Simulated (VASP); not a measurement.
# AlN: exact exchange and RPA correlation, part 3 of 6

How do semilocal functionals compare with the RPA for AlN, and at what cost? The scan starts from a database cell scaled to its smallest volume. The cell is of the zinc-blende type, which need not be the form that is stable at ambient conditions. The start is a computed cell from a database.

VASP 6.6.1, plane waves and PAW; the level of theory is named at each step.

So far. Step 8 (Comparison: HSE06, volume ratio 0.94): Its energy is -8.6799 eV an atom, on a zero of its own. Step 9 (Orbitals, volume ratio 0.97): The run ends at a pressure of 10.08 GPa.

### 10. Exact exchange, volume ratio 0.97

This step: Hartree-Fock energy on PBE orbitals; plane waves and PAW (Al_GW, N_GW) (VASP 6.6.1).

Exact exchange at this point.

INCAR

```
SYSTEM = AlN
PREC = Accurate
ENCUT = 470
ISMEAR = 0
SIGMA = 0.05
LREAL = .FALSE.
GGA = PE
NBANDS = 10
ALGO = Eigenval
NELM = 1
LHFCALC = .TRUE.
AEXX = 1
ALDAC = 0
AGGAC = 0
PRECFOCK = Normal
LWAVE = .FALSE.
LCHARG = .FALSE.
```

POSCAR

```
AlN
1.0
    0.0000000000      2.1619315102      2.1619315102
    2.1619315102      0.0000000000      2.1619315102
    2.1619315102      2.1619315102      0.0000000000
Al N
1 1
Direct
    0.0000000000      0.0000000000      0.0000000000
    0.2500000000      0.2500000000      0.2500000000
```

KPOINTS

```
Automatic mesh
0
Gamma
4 4 4
0 0 0
```

Potentials, in the order of the species: Al_GW and N_GW (PBE family, release 64).

The run starts from files that an earlier step left in the folder.

Launch:

```sh
$ mpirun -np 8 vasp_std
```

The log of the run:

```text
[banner, memory and clock lines left out]
running    8 mpi-ranks, on    1 nodes
[...]
[... a notice as in an earlier step ...]

 LDA part: xc-table for (Slater+PW92), standard interpolation
 [... a notice as in an earlier step ...]

 found WAVECAR, reading the header
  number of bands has changed, file:    10 present:    16
  trying to continue reading WAVECAR, but it might fail
 POSCAR, INCAR and KPOINTS ok, starting setup
[...]
reading WAVECAR
 random initialization beyond band           10
 the WAVECAR file was read successfully
 initial charge from wavefunction
 entering main loop
       N       E                     dE             d eps       ncg     rms          rms(c)
EIG:   1    -0.258292E+02   -0.25829E+02    0.00000E+00     0   0.000E+00
   1 F= -.25829154E+02 E0= -.25829154E+02  d E =-.121117E-20
```

The job ended after 4.2 s (8 MPI ranks of Intel Xeon 6975P-C (Granite Rapids), shared host; peak memory 0.82 GiB).

Parts of OUTCAR (step 10):

```text
 POSITION                                       TOTAL-FORCE (eV/Angst)
 -----------------------------------------------------------------------------------
      0.00000      0.00000      0.00000         0.000000      0.000000      0.000000
      1.08097      1.08097      1.08097        -0.000000     -0.000000     -0.000000
 -----------------------------------------------------------------------------------
    total drift:                               -0.000000     -0.000000     -0.000000

  FREE ENERGIE OF THE ION-ELECTRON SYSTEM (eV)
  ---------------------------------------------------
  free  energy   TOTEN  =       -25.8291538377 eV

  energy  without entropy=      -25.8291538377  energy(sigma->0) =      -25.82915384

[... 2 parts as in an earlier step ...]

[... 1 further part left out ...]
[key lines of the parts left out:]
E-fermi :   5.5621
```

The Hartree-Fock energy on these orbitals is -12.9146 eV an atom.

### 11. Empty bands, volume ratio 0.97

This step: PBE; plane waves and PAW (Al_GW, N_GW) (VASP 6.6.1).

The empty bands are made again, for the run that follows.

INCAR

```
SYSTEM = AlN
PREC = Accurate
ENCUT = 470
ISMEAR = 0
SIGMA = 0.05
LREAL = .FALSE.
GGA = PE
NBANDS = 480
ALGO = Exact
NELM = 1
LWAVE = .TRUE.
LCHARG = .FALSE.
LOPTICS = .TRUE.
NEDOS = 1000
CSHIFT = 0.1
```

POSCAR is that of step 10.

KPOINTS is that of step 10.

Launch:

```sh
$ mpirun -np 8 vasp_std
```

The log of the run:

```text
[banner, memory and clock lines left out]
running    8 mpi-ranks, on    1 nodes
[...]
[... a notice as in an earlier step ...]

 LDA part: xc-table for (Slater+PW92), standard interpolation
 found WAVECAR, reading the header
  number of bands has changed, file:    10 present:   480
  trying to continue reading WAVECAR, but it might fail
 POSCAR, INCAR and KPOINTS ok, starting setup
[...]
reading WAVECAR
 random initialization beyond band           10
 the WAVECAR file was read successfully
 initial charge from wavefunction
 entering main loop
       N       E                     dE             d eps       ncg     rms          rms(c)
DIA:   1    -0.148025E+02   -0.14802E+02    0.00000E+00     0   0.000E+00
   1 F= -.14802474E+02 E0= -.14802474E+02  d E =-.444346E-21
 writing wavefunctions
 optical routines
 imaginary and real dielectric function
 recalculating local potential from charge density
 direction            1
 direction            2
 direction            3
```

Elapsed: 2.6 s, on 8 MPI ranks; peak memory 0.92 GiB; 13 s of CPU time.

From OUTCAR (step 11):

```text
  Total        1.2709155      1.2709155      1.2709155      0.0000000      0.0000000      0.0000000
  in kB      100.7561248    100.7561248    100.7561248      0.0000000      0.0000000      0.0000000
  external PRESSURE =     100.7561248 kB  Pullay stress =       0.0000000 kB

 POSITION                                       TOTAL-FORCE (eV/Angst)
 -----------------------------------------------------------------------------------
      0.00000      0.00000      0.00000         0.000000     -0.000000      0.000000
      1.08097      1.08097      1.08097        -0.000000      0.000000     -0.000000
 -----------------------------------------------------------------------------------
    total drift:                               -0.000000     -0.000000     -0.000000

  FREE ENERGIE OF THE ION-ELECTRON SYSTEM (eV)
  ---------------------------------------------------
  free  energy   TOTEN  =       -14.8024741990 eV

  energy  without entropy=      -14.8024741990  energy(sigma->0) =      -14.80247420

[... 1 part as in an earlier step ...]

[... 2 further parts left out ...]
[key lines of the parts left out:]
E-fermi :   5.5660
```

WAVECAR now holds 480 bands for 8 electrons.

### 12. RPA correlation, volume ratio 0.97

This step: RPA correlation on PBE orbitals; plane waves and PAW (Al_GW, N_GW) (VASP 6.6.1).

RPA correlation at this point.

INCAR

```
SYSTEM = AlN
PREC = Accurate
ENCUT = 470
ISMEAR = 0
SIGMA = 0.05
LREAL = .FALSE.
GGA = PE
NBANDS = 480
ALGO = ACFDT
ENCUTGW = 200
NOMEGA = 12
PRECFOCK = Fast
LWAVE = .FALSE.
LCHARG = .FALSE.
```

POSCAR is that of step 11.

KPOINTS is that of step 11.

Launch:

```sh
$ mpirun -np 8 vasp_std
```

The log of the run:

```text
[banner, memory and clock lines left out]
running    8 mpi-ranks, on    1 nodes
[...]
[... a notice as in an earlier step ...]

 LDA part: xc-table for (Slater+PW92), standard interpolation
 found WAVECAR, reading the header
 POSCAR, INCAR and KPOINTS ok, starting setup
[...]
reading WAVECAR
 the WAVECAR file was read successfully
 initial charge from wavefunction
 available memory per node:     43.24 GB, setting MAXMEM to     44278

 The Fermi energy was updated, please check that it is located mid-gap
 values below the HOMO (VB) or above the LUMO (CB) will cause erroneous energies
 E-fermi :   6.8932

 the WAVEDER file was read successfully
 set NWRITE>2 for more details about minimax calculation
 number of imaginary grid points requested:      12
 number of distinct grids requested:  1
 quadrature errors minimized for energies in [ 0.331E+01, 0.472E+03 ]
 bosonic grid (T=0, re) determined with error: 0.6648E-08
 bosonic grid (re): 0.6648E-08
[...]
NQ=   2    0.2500    0.0000    0.0000,
|.........|.........|.........|.........
 performed       2924000 updates of chi_q(r,r)
 total number of BLAS operations        442.34 Gflops
NQ=   3    0.5000    0.0000    0.0000,
|.........|.........|.........|.........
 performed       4386000 updates of chi_q(r,r)
 total number of BLAS operations        665.12 Gflops
NQ=   4    0.2500    0.2500    0.0000,
|.........|.........|.........|.........
 performed       5848000 updates of chi_q(r,r)
 total number of BLAS operations        872.05 Gflops
NQ=   5    0.5000    0.2500    0.0000,
|.........|.........|.........|.........
 performed       7310000 updates of chi_q(r,r)
 total number of BLAS operations       1069.75 Gflops
NQ=   6   -0.2500    0.2500    0.0000,
|.........|.........|.........|.........
 performed       8772000 updates of chi_q(r,r)
 total number of BLAS operations       1279.80 Gflops
NQ=   7    0.5000    0.5000    0.0000,
|.........|.........|.........|.........
 performed      10234000 updates of chi_q(r,r)
 total number of BLAS operations       1437.21 Gflops
NQ=   8   -0.2500    0.5000    0.2500,
|.........|.........|.........|.........
 performed      11696000 updates of chi_q(r,r)
 total number of BLAS operations       1594.63 Gflops
 entering main loop
```

Wall time 17 s (8 MPI ranks); peak memory 1.2 GiB.

Parts of OUTCAR (step 12):

```text
      cutoff energy     smooth cutoff   RPA   correlation   Hartree contr. to MP2
---------------------------------------------------------------------------------
            200.000           160.000      -11.4549516653      -18.0669073008
            190.476           152.381      -11.3541212882      -17.9475754626
            181.406           145.125      -11.2484092787      -17.8205669822
            172.768           138.214      -11.1333544038      -17.6802425973
            164.541           131.632      -11.0131710412      -17.5312797776
            156.705           125.364      -10.8884455872      -17.3741721610
            149.243           119.394      -10.7564308475      -17.2054081111
            142.136           113.709      -10.6146090294      -17.0213302962
  linear regression

[... 2 parts as in an earlier step ...]

[... 2 further parts left out ...]
[key lines of the parts left out:]
E-fermi :   6.8932
```

The correlation energy is -6.3517 eV an atom, -14 meV against the point before. With exact exchange the total is -19.2663 eV an atom.

### 13. Comparison: r2SCAN, volume ratio 0.97

This step: r2SCAN; plane waves and PAW (Al_GW, N_GW) (VASP 6.6.1).

The comparison at this point.

INCAR

```
SYSTEM = AlN
PREC = Accurate
ENCUT = 470
EDIFF = 1E-06
NELM = 100
ISMEAR = 0
SIGMA = 0.05
LREAL = .FALSE.
ALGO = Normal
METAGGA = R2SCAN
LASPH = .TRUE.
NBANDS = 10
LWAVE = .FALSE.
LCHARG = .FALSE.
KPAR = 8
```

POSCAR is that of step 12.

KPOINTS is that of step 12.

Launch:

```sh
$ mpirun -np 8 vasp_std
```

The log of the run:

```text
[banner, memory and clock lines left out]
running    8 mpi-ranks, on    1 nodes
[...]
[... a notice as in an earlier step ...]

 [... a notice as in an earlier step ...]

 LDA part: xc-table for (None), standard interpolation
 POSCAR, INCAR and KPOINTS ok, starting setup
[...]
entering main loop
       N       E                     dE             d eps       ncg     rms          rms(c)
DAV:   1     0.112340E+02    0.11234E+02   -0.46113E+03   160   0.699E+02
DAV:   2    -0.224603E+02   -0.33694E+02   -0.32623E+02   194   0.193E+02
DAV:   3    -0.236875E+02   -0.12272E+01   -0.12254E+01   198   0.295E+01
DAV:   4    -0.236939E+02   -0.64246E-02   -0.64232E-02   204   0.254E+00
[...]
DAV:   9    -0.191178E+02    0.21030E-03   -0.15832E-03   250   0.402E-01    0.574E-02
DAV:  10    -0.191179E+02   -0.77526E-04   -0.13397E-04   172   0.160E-01    0.304E-03
DAV:  11    -0.191179E+02   -0.70622E-06   -0.29902E-06   208   0.140E-02
   1 F= -.19117902E+02 E0= -.19117902E+02  d E =-.203258E-11
```

Run time: 4 s. Hardware: 8 MPI ranks; peak memory 1 GiB; 25 s of CPU time.

From OUTCAR (step 13):

```text
  Total        0.6948545      0.6948545      0.6948545     -0.0000000      0.0000000     -0.0000000
  in kB       55.0869414     55.0869414     55.0869414     -0.0000000      0.0000000     -0.0000000
  external PRESSURE =      55.0869414 kB  Pullay stress =       0.0000000 kB

  FREE ENERGIE OF THE ION-ELECTRON SYSTEM (eV)
  ---------------------------------------------------
  free  energy   TOTEN  =       -19.1179020522 eV

  energy  without entropy=      -19.1179020522  energy(sigma->0) =      -19.11790205

[... 3 parts as in an earlier step ...]

[... 1 further part left out ...]
[key lines of the parts left out:]
E-fermi :   5.1839
```

Its energy is -9.5590 eV an atom, on a zero of its own.

### 14. Orbitals for comparison: HSE06, volume ratio 0.97

This step: PBE; plane waves and PAW (Al_GW, N_GW) (VASP 6.6.1).

Starting orbitals, as before.

INCAR

```
SYSTEM = AlN
PREC = Accurate
ENCUT = 470
EDIFF = 1E-05
NELM = 100
ISMEAR = 0
SIGMA = 0.05
LREAL = .FALSE.
ALGO = Normal
GGA = PE
NBANDS = 10
LORBIT = 11
LWAVE = .TRUE.
LCHARG = .FALSE.
KPAR = 8
```

POSCAR is that of step 13.

KPOINTS is that of step 13.

Launch:

```sh
$ mpirun -np 8 vasp_std
```

The log of the run:

```text
[... set-up lines as in an earlier step ...]
 entering main loop
       N       E                     dE             d eps       ncg     rms          rms(c)
[... 10 cycles as in an earlier step ...]
DAV:  11    -0.148025E+02    0.16621E-05   -0.75789E-06   104   0.312E-02
   1 F= -.14802474E+02 E0= -.14802474E+02  d E =-.172182E-21
 writing wavefunctions
```

The job ended after 1.8 s (8 MPI ranks; peak memory 1 GiB; 7.8 s of CPU time).

Parts of OUTCAR (step 14):

```text
  Total        1.2699734      1.2699734      1.2699734     -0.0000000      0.0000000     -0.0000000
  in kB      100.6814360    100.6814360    100.6814360     -0.0000000      0.0000000     -0.0000000
  external PRESSURE =     100.6814360 kB  Pullay stress =       0.0000000 kB

  FREE ENERGIE OF THE ION-ELECTRON SYSTEM (eV)
  ---------------------------------------------------
  free  energy   TOTEN  =       -14.8024738885 eV

  energy  without entropy=      -14.8024738885  energy(sigma->0) =      -14.80247389

[... 3 parts as in an earlier step ...]

[... 1 further part left out ...]
[key lines of the parts left out:]
E-fermi :   5.5697
```

The run ends at a pressure of 10.07 GPa.

### 15. Comparison: HSE06, volume ratio 0.97

This step: HSE06; plane waves and PAW (Al_GW, N_GW) (VASP 6.6.1).

The comparison at this point.

INCAR

```
SYSTEM = AlN
PREC = Accurate
ENCUT = 470
EDIFF = 1E-06
NELM = 100
ISMEAR = 0
SIGMA = 0.05
LREAL = .FALSE.
ALGO = Normal
LHFCALC = .TRUE.
AEXX = 0.25
GGA = PE
HFSCREEN = 0.2
LASPH = .TRUE.
NBANDS = 10
PRECFOCK = Fast
LWAVE = .FALSE.
LCHARG = .FALSE.
KPAR = 8
```

POSCAR is that of step 14.

KPOINTS is that of step 14.

The run starts from files that an earlier step left in the folder.

Launch:

```sh
$ mpirun -np 8 vasp_std
```

The log of the run:

```text
[... set-up lines as in an earlier step ...]
 entering main loop
       N       E                     dE             d eps       ncg     rms          rms(c)
DAV:   1    -0.173971E+02   -0.17397E+02   -0.31484E-01   162   0.595E+00    0.339E-01
DAV:   2    -0.173986E+02   -0.14444E-02   -0.26697E-03   194   0.414E-01    0.220E-01
DAV:   3    -0.173980E+02    0.51392E-03   -0.14028E-04   188   0.144E-01    0.129E-01
DAV:   4    -0.173979E+02    0.18280E-03   -0.62066E-05   180   0.985E-02    0.757E-02
DAV:   5    -0.173978E+02    0.59579E-04   -0.22855E-05   192   0.611E-02    0.443E-02
DAV:   6    -0.173978E+02    0.19745E-04   -0.73477E-06   188   0.377E-02    0.258E-02
DAV:   7    -0.173978E+02    0.64289E-05   -0.24425E-06   158   0.226E-02    0.149E-02
DAV:   8    -0.173978E+02    0.22821E-05   -0.80678E-07    88   0.132E-02    0.870E-03
DAV:   9    -0.173978E+02    0.81794E-06   -0.33034E-07    86   0.744E-03
   1 F= -.17397776E+02 E0= -.17397776E+02  d E =-.119091E-22
```

It took 10 s on 8 MPI ranks; peak memory 1.8 GiB.

OUTCAR, selected parts (step 15):

```text
 POSITION                                       TOTAL-FORCE (eV/Angst)
 -----------------------------------------------------------------------------------
      0.00000      0.00000      0.00000        -0.000000      0.000000     -0.000000
      1.08097      1.08097      1.08097         0.000000     -0.000000      0.000000
 -----------------------------------------------------------------------------------
    total drift:                               -0.000002     -0.000001     -0.000002

  FREE ENERGIE OF THE ION-ELECTRON SYSTEM (eV)
  ---------------------------------------------------
  free  energy   TOTEN  =       -17.3977759721 eV

  energy  without entropy=      -17.3977759721  energy(sigma->0) =      -17.39777597

[... 2 parts as in an earlier step ...]

[... 1 further part left out ...]
[key lines of the parts left out:]
E-fermi :   4.6009
```

Its energy is -8.6989 eV an atom, on a zero of its own.

### 16. Orbitals, volume ratio 1

This step: PBE; plane waves and PAW (Al_GW, N_GW) (VASP 6.6.1).

The same chain follows at a volume ratio of 1.

INCAR

```
SYSTEM = AlN
PREC = Accurate
ENCUT = 470
EDIFF = 1E-08
NELM = 100
ISMEAR = 0
SIGMA = 0.05
LREAL = .FALSE.
ALGO = Normal
GGA = PE
NBANDS = 10
LORBIT = 11
LWAVE = .TRUE.
LCHARG = .FALSE.
KPAR = 8
```

POSCAR

```
AlN
1.0
    0.0000000000      2.1839935596      2.1839935596
    2.1839935596      0.0000000000      2.1839935596
    2.1839935596      2.1839935596      0.0000000000
Al N
1 1
Direct
    0.0000000000      0.0000000000      0.0000000000
    0.2500000000      0.2500000000      0.2500000000
```

KPOINTS is that of step 15.

Launch:

```sh
$ mpirun -np 8 vasp_std
```

The log of the run:

```text
[... set-up lines as in an earlier step ...]
 entering main loop
       N       E                     dE             d eps       ncg     rms          rms(c)
DAV:   1     0.202662E+02    0.20266E+02   -0.46701E+03   168   0.676E+02
DAV:   2    -0.160804E+02   -0.36347E+02   -0.34718E+02   190   0.190E+02
DAV:   3    -0.172155E+02   -0.11351E+01   -0.11338E+01   206   0.289E+01
DAV:   4    -0.172213E+02   -0.58325E-02   -0.58317E-02   186   0.245E+00
[...]
DAV:  11    -0.148326E+02    0.13566E-05   -0.69528E-06   220   0.289E-02    0.256E-03
DAV:  12    -0.148326E+02   -0.23827E-06   -0.27305E-07   184   0.455E-03    0.478E-04
DAV:  13    -0.148326E+02    0.94360E-09   -0.36608E-08   186   0.151E-03
   1 F= -.14832645E+02 E0= -.14832645E+02  d E =-.553464E-20
 writing wavefunctions
```

Wall time 2 s (8 MPI ranks); peak memory 1 GiB; 8.6 s of CPU time.

OUTCAR, selected parts (step 16):

```text
  Total        0.4242841      0.4242841      0.4242841     -0.0000000      0.0000000      0.0000000
  in kB       32.6274632     32.6274632     32.6274632     -0.0000000      0.0000000      0.0000000
  external PRESSURE =      32.6274632 kB  Pullay stress =       0.0000000 kB

 POSITION                                       TOTAL-FORCE (eV/Angst)
 -----------------------------------------------------------------------------------
      0.00000      0.00000      0.00000        -0.000000     -0.000000     -0.000000
      1.09200      1.09200      1.09200         0.000000      0.000000      0.000000
 -----------------------------------------------------------------------------------
    total drift:                               -0.000000     -0.000000     -0.000000

  FREE ENERGIE OF THE ION-ELECTRON SYSTEM (eV)
  ---------------------------------------------------
  free  energy   TOTEN  =       -14.8326453750 eV

  energy  without entropy=      -14.8326453750  energy(sigma->0) =      -14.83264538

[... 1 part as in an earlier step ...]

[... 2 further parts left out ...]
[key lines of the parts left out:]
E-fermi :   5.2929
```

The run ends at a pressure of 3.26 GPa.

### 17. Exact exchange, volume ratio 1

This step: Hartree-Fock energy on PBE orbitals; plane waves and PAW (Al_GW, N_GW) (VASP 6.6.1).

Exact exchange at this point.

INCAR

```
SYSTEM = AlN
PREC = Accurate
ENCUT = 470
ISMEAR = 0
SIGMA = 0.05
LREAL = .FALSE.
GGA = PE
NBANDS = 10
ALGO = Eigenval
NELM = 1
LHFCALC = .TRUE.
AEXX = 1
ALDAC = 0
AGGAC = 0
PRECFOCK = Normal
LWAVE = .FALSE.
LCHARG = .FALSE.
```

POSCAR is that of step 16.

KPOINTS is that of step 16.

The WAVECAR or CHGCAR of an earlier step is read.

Launch:

```sh
$ mpirun -np 8 vasp_std
```

The log of the run:

```text
[... set-up lines as in an earlier step ...]
 entering main loop
       N       E                     dE             d eps       ncg     rms          rms(c)
EIG:   1    -0.258293E+02   -0.25829E+02    0.00000E+00     0   0.000E+00
   1 F= -.25829326E+02 E0= -.25829326E+02  d E =-.135588E-38
```

It took 4.2 s on 8 MPI ranks; peak memory 0.84 GiB; 25 s of CPU time.

OUTCAR, selected parts (step 17):

```text
  FREE ENERGIE OF THE ION-ELECTRON SYSTEM (eV)
  ---------------------------------------------------
  free  energy   TOTEN  =       -25.8293261585 eV

  energy  without entropy=      -25.8293261585  energy(sigma->0) =      -25.82932616

[... 3 parts as in an earlier step ...]

[... 1 further part left out ...]
[key lines of the parts left out:]
E-fermi :   5.4318
```

The Hartree-Fock energy on these orbitals is -12.9147 eV an atom.

[end of part 3 of 6]

[Long decimals in the printed logs are rounded to 6 places.]

[Lines on the potential files, build, host, timing and source positions are cut from VASP's logs without a mark.]

[Logs are printed without paths, hosts, clocks, repeated set-up lines and the standing remarks that a program may print on its own settings, such as how far it seeks lower states.]

[Hosts, paths, dates, database ids (printed as entryN), source tags and the programs' standing remarks are cut or masked in the printed files.]

[Measured values are set beside computed ones only where the two were judged alike; some that the calculation misses by far are left out.]

[Pressures printed for these runs are not shown converged in the cutoff: they can be off by several GPa and have the wrong sign.]
